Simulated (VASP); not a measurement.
Runs of VASP 6.6.1 on BrCs. The cell holds a molecule in a box, 2 atoms: a = 9.000 Å, b = 9.000 Å, c = 13.000 Å, α = 90.00°, β = 90.00°, γ = 90.00°. 

| task | level | cell | grid for exact exchange (PRECFOCK) | screening parameter | gap on the mesh (eV) | largest force (eV/Å) |
| --- | --- | --- | --- | --- | --- | --- |
| atomic charges | PBE+TS | as given | - | - | 2.82 | 0.08 |
| single point | revPBE+D3(BJ) | as given | - | - | (a) | 0.12 |
| single point | HSE06+TS | as given | Fast | 0.2 1/A | 3.77 | 0.04 |
| relaxation of the atoms | r2SCAN+D4 | atoms relaxed | - | - | (b) | - |
| electron localisation function | PBE | as given | - | - | 2.82 | 0.02 |

Alike in all rows: potentials or basis VASP PAW PBE potentials, release 64 (Br, Cs_sv); no spin polarisation; k mesh 1 × 1 × 1; cutoff (eV) 520; smearing gaussian 0.01 eV.

Question: Estimate the missing entries.

Answer: (a) 2.70; (b) 3.64.

Caveats: spin-orbit coupling is left out, which moves the levels of the heavy elements; the PAW data sets were made with another functional, which shifts forces and pressure a little (some runs).

A k mesh can miss the band edges, and the runs leave out spin-orbit coupling on Br, Cs.

Not every run made on this cell is shown here.
